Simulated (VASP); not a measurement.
Calculation: LDA (Ceperley-Alder, Perdew-Zunger), VASP's LDA PAW potentials (set 64) (plane waves; VASP 6.6.1).

Gaps are without spin-orbit coupling.

Q: Order these relaxed crystals by band gap, smallest first: BaTiO3, R3m (160); AlP, P6_3mc (186); BeSe, F-43m (216); AgBr, Fm-3m (225).

A: AgBr, Fm-3m (225) (0.42 eV), AlP, P6_3mc (186) (1.78 eV), BaTiO3, R3m (160) (2.07 eV), BeSe, F-43m (216) (2.40 eV)
